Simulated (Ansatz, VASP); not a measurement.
# LiGeF3 in two plane-wave programs, part 2 of 2

One calculation is typed for both programs; each brings its own data sets. How far apart do they land? The cell is generated by rule, not measured, and may not be a known phase. The cell is taken from a series of runs on this material, whose earlier steps may have relaxed, scaled, displaced or heated it; both programs get it as it stands.

VASP 6.6.1 and Ansatz 0.2.0.

So far: The structure; VASP: zone-centre phonons, r2SCAN.

The structure was built from a prototype and need not be the compound's stable phase.

## (3) Ansatz: zone-centre phonons, r2SCAN

Level of this step: Ansatz beside VASP: Kohn-Sham DFT, plane waves, r2SCAN (Ansatz).

Ansatz runs on its PAW soft_1 files.

The same cell, functional and mesh now go to Ansatz, which takes its cutoff from its data sets.

Input file input.yaml:

```yaml
crystal:
  lattice:
    - [4.2243531221, 0.0, 0.0]
    - [0.0, 4.2243531221, 0.0]
    - [0.0, 0.0, 5.6800390491]
  atoms:
    - { symbol: Li, position: [0.0, 0.0, 0.7374198284] }
    - { symbol: Ge, position: [0.5, 0.5, 0.5643425789] }
    - { symbol: F, position: [0.5, 0.0, 0.6403050982] }
    - { symbol: F, position: [0.5, 0.5, 0.8816270385] }
    - { symbol: F, position: [0.0, 0.5, 0.6403050982] }
kpoints:
  mp_grid: { grid: [6, 6, 4] }
hamiltonian:
  xc: r2scan
  pseudopotentials: { kind: paw, azcp: { folder: soft_1 } }
scf:
  occupations: { method: fixed }
output:
  eigenvalues: true
phonons:
  method: dfpt
  dielectric: true
  rigid_motions: translations
```

Command:

```console
$ ansatz run input.yaml --threads 8 --pin off --max-ram 16384MiB --backend cpu --events-out ev --progress --plain --runs-dir out
```

Numbers of over 12 decimals in the logs are rounded to 6 here.

The log of the run:

```text
Engine: ansatz 0.2.0, x86_64-unknown-linux-gnu
Pseudopotentials: kind: paw
Pseudopotential: Li, paw, valence charge 3, recommended cutoff 500 eV (meta_gga), soft_1/Li.paw.azcp
Pseudopotential: Ge, paw, valence charge 14, recommended cutoff 500 eV (meta_gga), soft_1/Ge.paw.azcp
Pseudopotential: F, paw, valence charge 7, recommended cutoff 500 eV (meta_gga), soft_1/F.paw.azcp
Functional definition: r2SCAN
  parameter k0 = 0.174
  parameter k1 = 0.065
  parameter a1 = 4.9479
  exchange = r2scan_x(k0 = k0, k1 = k1, a1 = a1)
  correlation = r2scan_c
Crystal: 5 atoms, lattice volume = 101.361 Å³
Basis set: ecut = 500 eV, 2573 PW (Γ), exchange–correlation on 320×320×450 points (1000 copies of the dense FFT grid, shifted against one another)
Bands: 24, of which v1, the nominal top of the filled ones, is band 19 counted from 1 (18 counted from 0)
Symmetry: 8 space group operations
k-points: 76 of 144 (irreducible under 1 space group operation, time reversal used)
Non-local potential: Li, projectors of the file, l = 0: 3, l = 1: 2, l = 2: 1
Non-local potential: Ge, projectors of the file, l = 0: 2, l = 1: 2, l = 2: 3, l = 3: 1
Non-local potential: F, projectors of the file, l = 0: 2, l = 1: 2, l = 2: 1
PAW form: soft (Blöchl's): semilocal exchange-correlation on the pseudo side does not see the compensation charge
PAW frozen core: Ge, regenerated for the run's functional (the file was generated under x = pbe(κ = 0.804, μ = 0.219515), c = pbe(β = 0.066725))
PAW frozen core: F, regenerated for the run's functional (the file was generated under x = pbe(κ = 0.804, μ = 0.219515), c = pbe(β = 0.066725))
PAW one-centre angular grid: Li, 302 points (default); XC on 295 of its mesh's 2161 points in the sphere
PAW one-centre angular grid: Ge, 590 points (default); XC on 160 Gauss nodes
PAW one-centre angular grid: F, 302 points (default); XC on 160 Gauss nodes
Initial density: superposition of atomic densities (chi_scale 0.1, normalization cell, long waves kept (reshape's long-wave potential 0.40 eV rms))
Initial wavefunctions: pseudopotential atomic-orbital guess
Functional: x = r2scan, c = r2scan; τ floored in thin density (d = 2e-4 eV/Å³)
SCF iter   1: F=—  HF=-6942.934182 eV  |F-HF|=—  |Δ(HF+E_count)|=         —  Δρ=9.44e-2  dr2=8.21e0  dr2_τ=3.23e-2  ethr=3.10e-3  ⟨swp⟩=5.0  Hψ=7767  notcnv=0  defer=203
preconditioner: auto → Resta (q_TF=auto, 2.317 Å⁻¹)  ε∞=3.7  [insulator: Δε(μ)=4.294 eV  Ē_g=10.060 eV  n_scr=20 (ndim 8)  ℏωp=16.5 eV  f_vac=0.333  ε∞_Penn≈3.7]
SCF iter   2: F=—  HF=-6940.618940 eV  |F-HF|=—  |Δ(HF+E_count)|=    2.32e0  Δρ=3.86e-2  dr2=1.38e0  dr2_τ=6.56e-2  ethr=3.10e-3  ⟨swp⟩=3.3  Hψ=4315  notcnv=0  defer=190
SCF iter   3: F=—  HF=-6940.280101 eV  |F-HF|=—  |Δ(HF+E_count)|=   3.39e-1  Δρ=1.55e-2  dr2=3.56e-1  dr2_τ=6.55e-3  ethr=3.10e-3  ⟨swp⟩=2.9  Hψ=3968  notcnv=0  defer=120
SCF iter   4: F=—  HF=-6940.244142 eV  |F-HF|=—  |Δ(HF+E_count)|=   3.60e-2  Δρ=4.04e-3  dr2=2.62e-2  dr2_τ=3.85e-4  ethr=9.37e-4  ⟨swp⟩=2.9  Hψ=3376  notcnv=0  defer=212
SCF iter   5: F=—  HF=-6940.258737 eV  |F-HF|=—  |Δ(HF+E_count)|=   1.46e-2  Δρ=2.58e-3  dr2=5.20e-3  dr2_τ=2.21e-4  ethr=6.88e-5  ⟨swp⟩=2.2  Hψ=3931  notcnv=0  defer=226
SCF iter   6: F=—  HF=-6940.257883 eV  |F-HF|=—  |Δ(HF+E_count)|=   8.54e-4  Δρ=7.63e-4  dr2=9.53e-4  dr2_τ=2.24e-5  ethr=1.37e-5  ⟨swp⟩=2.5  Hψ=3310  notcnv=0  defer=228
SCF iter   7: F=—  HF=-6940.260088 eV  |F-HF|=—  |Δ(HF+E_count)|=   2.20e-3  Δρ=5.17e-4  dr2=2.24e-4  dr2_τ=1.32e-5  ethr=2.51e-6  ⟨swp⟩=2.9  Hψ=2871  notcnv=0  defer=228
SCF iter   8: F=—  HF=-6940.260436 eV  |F-HF|=—  |Δ(HF+E_count)|=   3.49e-4  Δρ=2.24e-4  dr2=3.52e-5  dr2_τ=2.38e-6  ethr=5.90e-7  ⟨swp⟩=2.6  Hψ=2806  notcnv=0  defer=228
SCF iter   9: F=—  HF=-6940.260488 eV  |F-HF|=—  |Δ(HF+E_count)|=   5.16e-5  Δρ=4.81e-5  dr2=2.22e-6  dr2_τ=9.88e-8  ethr=9.26e-8  ⟨swp⟩=2.2  Hψ=3204  notcnv=0  defer=193
SCF iter  10: F=—  HF=-6940.260512 eV  |F-HF|=—  |Δ(HF+E_count)|=   2.45e-5  Δρ=7.53e-6  dr2=7.70e-8  dr2_τ=2.37e-9  ethr=5.84e-9  ⟨swp⟩=2.0  Hψ=2705  notcnv=0  defer=190
SCF iter  11: F=—  HF=-6940.260513 eV  |F-HF|=—  |Δ(HF+E_count)|=   1.12e-6  Δρ=3.03e-6  dr2=9.07e-9  dr2_τ=2.79e-10  ethr=2.03e-10  ⟨swp⟩=2.2  Hψ=3097  notcnv=0  defer=190
SCF iter  12: F=—  HF=-6940.260513 eV  |F-HF|=—  |Δ(HF+E_count)|=   6.10e-8  Δρ=7.99e-7  dr2=6.10e-10  dr2_τ=2.75e-11  ethr=2.39e-11  ⟨swp⟩=2.0  Hψ=2583  notcnv=0  defer=190
SCF iter  13: F=-6940.260513 eV  HF=-6940.260513 eV  |F-HF|=9.46e-11  |Δ(HF+E_count)|=   1.39e-9  Δρ=1.35e-7  dr2=3.74e-11  dr2_τ=7.76e-13  ethr=1.00e-12  ⟨swp⟩=13.8  Hψ=12181  notcnv=0
SCF 1 converged in 13 iterations: F = -6940.260513 eV  dr2 = 3.74e-11
  greatest PAW one-centre occupation: 0.999 electrons in one spin orbital (limit 2), on the Li atom at site 0 (counted from 0), in its partial waves of l = 0
DFPT response loops at Γ: preconditioner auto → none (the input reference at scf.mixing.eps_inf says where Resta's filter doesn't serve); β = 0.50; Broyden in place of MSR1
── the response to a field inside a basis, on 6×6×4 k-points: an SCF that follows is theirs, and a resumed run solves both again ──
Bands: 20, of which v1, the nominal top of the filled ones, is band 19 counted from 1 (18 counted from 0)
k-points: 12 of 144 (time reversal used)
Initial density: handed on by an earlier stage of this run
Initial wavefunctions: pseudopotential atomic-orbital guess (no wavefunctions were taken with the density)
Eigensolver: Dense (12 Hₖ)
SCF iter   1: F=—  HF=-6940.255920 eV  |F-HF|=—  |Δ(HF+E_count)|=         —  Δρ=1.50e-4  dr2=3.80e-6  dr2_τ=8.36e-6  ethr=1.00e-1
preconditioner: auto → Resta (q_TF=auto, 2.317 Å⁻¹)  ε∞=2.5  [insulator: Δε(μ)=5.027 eV  Ē_g=18.140 eV  n_scr=20 (ndim 8)  ℏωp=22.1 eV  f_vac=0.419  ε∞_Penn≈2.5]
SCF iter   2: F=—  HF=-6940.255930 eV  |F-HF|=—  |Δ(HF+E_count)|=   1.04e-5  Δρ=7.86e-5  dr2=9.73e-7  dr2_τ=8.59e-7  ethr=1.00e-8
SCF iter   3: F=—  HF=-6940.255931 eV  |F-HF|=—  |Δ(HF+E_count)|=   1.27e-6  Δρ=1.79e-5  dr2=1.58e-7  dr2_τ=3.22e-8  ethr=2.56e-9
SCF iter   4: F=-6940.255931 eV  HF=-6940.255931 eV  |F-HF|=1.00e-8  |Δ(HF+E_count)|=   4.87e-7  Δρ=2.79e-6  dr2=3.18e-9  dr2_τ=8.31e-10  ethr=4.17e-10
SCF 1 converged in 4 iterations: F = -6940.255931 eV  dr2 = 3.18e-9
DFPT response loops at Γ: mixed as the last ones told, above
SCF converged after 13 iterations
Free energy (F): -6940.260513 eV
Harris-Foulkes:  -6940.260513 eV  (|F-HF|=9.46e-11)
Internal energy: -6940.260513 eV  (E = F + TS)
E sigma→0 (E₀):  -6940.260513 eV
Fermi energy:    0.008204 eV
--- Per-component energies (eV) ---
  E_band       = -559.371687
  E_kinetic    = 704.341679
  E_local      = -6344.317612  (includes V_loc(G=0)·N_el)
  E_nonlocal   = 453.637083
  E_hartree    = 2778.121367
  E_xc         = -304.051435
  E_vxc        = -418.314687  (∫ρ·V_xc dr)
  E_paw        = -2667.020826  (= ΣΔE_a)
  E_vpaw       = -540.852714  (= ΣTr[D̂ρ^β])
  E_aug_tail   = 0.001052  (compensation charges beyond the density's cutoff)
  E_vtau       = 29.890863  (kinetic-family band-sum trace: ∫τ·v_τ [+ j·A + Jᵃ·Aᵃ] dr)
  E_ewald      = -1559.791886
  E_core_change = -1.179936  (= ΣΔE_core)
  E_smearing   = -0.000000  (= −TS)
  E_closure    = -0.000000  (closes the sum)
  Σ components = -6940.260513   (vs F -6940.260513, Δ=0.00e0)
--- Band table (eV; the first three rows and the last of 76) ---
  k-point 0: bands = [... 15 lower, -3.7885, -2.6929, -2.6929, -1.5598, 5.5557, 7.1631, 7.7366, 7.7366, ... 1 higher]
  k-point 1: bands = [... 15 lower, -3.7906, -2.6967, -2.6967, -1.3969, 5.1467, 7.2998, 7.7068, 7.7068, ... 1 higher]
  k-point 2: bands = [... 15 lower, -3.7927, -2.7004, -2.7004, -1.2215, 4.7552, 7.6008, 7.6775, 7.6775, ... 1 higher]
  k-point 75: bands = [... 15 lower, -3.7465, -2.8726, -2.8726, 0.0082, 5.0309, 5.0309, 7.1693, 7.9806, ... 1 higher]
--- Phonons (Γ-DFPT): 9 representative perturbations + reference, on 76 of 144 k-points (Σ response iterations 63) ---
  k mesh reduced under 1 symmetry operation, with k and −k counted as one. Each operation leaves every solved perturbation unchanged. A smaller set is not considered because the functional reads the kinetic-energy density
  ASR residual: 7.259e-5 → 0.000e0 eV/Å²; symmetrization residual: 2.947e-6 eV/Å²
  ASR residual per site (eV/Å²): 2.53e-5 4.08e-5 7.26e-5 3.87e-5 7.26e-5
  Γ frequencies (cm⁻¹): -170.20 -170.20 -130.79 -130.79 0.00 0.00 0.00 176.55 176.55 191.94 203.02 290.95 306.05 306.05 562.12
  ε∞ (high-frequency dielectric tensor):
        2.262432     0.000000     0.000000
        0.000000     2.262432     0.000000
        0.000000     0.000000     1.768453
  softest optical mode at Γ: -170.20 cm⁻¹; the repairs (sum rule, projections) moved no ω² at Γ by more than (1.66 cm⁻¹)²
  Born effective charges Z* (e; rows j = field, columns β = displacement):
    site 0:
         1.21369    0.00000    0.00000
         0.00000    1.21369    0.00000
         0.00000    0.00000    0.73610
    site 1:
         3.29240    0.00000   -0.00000
         0.00000    3.29240    0.00000
         0.00000    0.00000    1.66857
    site 2:
        -0.63553    0.00000   -0.00000
         0.00000   -3.11855    0.00000
        -0.00000    0.00000   -0.46168
    site 3:
        -0.75201    0.00000   -0.00000
         0.00000   -0.75201    0.00000
        -0.00000    0.00000   -1.48131
    site 4:
        -3.11855    0.00000    0.00000
         0.00000   -0.63553    0.00000
         0.00000    0.00000   -0.46168
  Z* charge neutrality: 1.871e-3 e pre-enforcement
  solved inside a basis spanned on kpoints, on 6×6×4 k-points, its susceptibility summed on 10×10×8: ε∞ is read to err by 4.5e-3, Z* by 1.5e-2 e (field_mesh: kpoints solves on kpoints); Z* is corrected for what the basis lacks
  optical modes at Γ without the LO–TO term, one row a degenerate level:
      ω (cm⁻¹)  modes    IR ((D/Å)²/amu)
       -170.20      2            18.0438
       -130.79      2            20.7778
        176.55      2             0.0166
        191.94      1             0.5692
        203.02      1             0.0000
        290.95      1             1.0619
[...]
optical modes at Γ + LO–TO along q̂ = [1.0000, 0.0000, 0.0000]:
      ω (cm⁻¹)  modes    IR ((D/Å)²/amu)
[...]
optical modes at Γ + LO–TO along q̂ = [0.0000, 1.0000, 0.0000]:
      ω (cm⁻¹)  modes    IR ((D/Å)²/amu)
[...]
optical modes at Γ + LO–TO along q̂ = [0.0000, 0.0000, 1.0000]:
      ω (cm⁻¹)  modes    IR ((D/Å)²/amu)
       -170.20      2            18.0438
       -130.79      2            20.7778
        176.55      2             0.0166
        203.02      1             0.0000
        203.54      1             0.2554
        306.05      2             3.8164
        309.82      1             0.8296
        608.17      1             4.7830
```

The column dr2 measures how far the density is from self-consistency, as an energy; F and HF (Harris–Foulkes) agree once it is small.

## (4) Comparison

Known differences besides the potentials themselves: VASP keeps PBE cores, Ansatz makes them for the functional; fixed occupations in Ansatz, narrow Gaussian smearing in VASP; the cutoff is 500 eV in Ansatz and 830 eV in VASP; VASP uses finite displacements, Ansatz perturbation theory. Total energies have different zeros and are not compared.

Zone-centre modes by rising frequency (cm⁻¹; imaginary ones negative):

```tsv
program	modes
Ansatz	-170.2, -170.2, -130.8, -130.8, 0.0, 0.0, 0.0, 176.6, 176.6, 191.9, 203.0, 290.9, 306.1, 306.1, 562.1
VASP	-160.8, -160.8, -74.8, -74.8, -10.6, 12.3, 12.3, 203.5, 220.4, 220.4, 242.6, 308.9, 308.9, 320.9, 578.2
```

The two lists differ in the order or number of single and degenerate modes, so they aren't paired one by one; the r.m.s. figure in the results sets the two lists side by side in order.

## (5) Outcome

```
r.m.s. difference of the optical zone-centre modes, each program's sorted by frequency (zone-centre phonons, r2SCAN) : 32 cm⁻¹
```

**Reading.** The r.m.s. difference of the optical zone-centre modes, each program's sorted by frequency is 32 cm⁻¹ (zone-centre phonons, r2SCAN). What causes the difference of the zone-centre phonons, r2SCAN pair stays open here. Such differences can come from data sets, numerical settings and the points named under the comparisons, not from the functional's error against experiment.

[Lines on the potential files, build, host, timing and source positions are cut from VASP's logs without a mark.]

[Logs are printed without paths, hosts, clocks, repeated set-up lines and the standing remarks that a program may print on its own settings, such as how far it seeks lower states.]

[Hosts, paths, dates, database ids (printed as entryN), source tags and the programs' standing remarks are cut or masked in the printed files.]
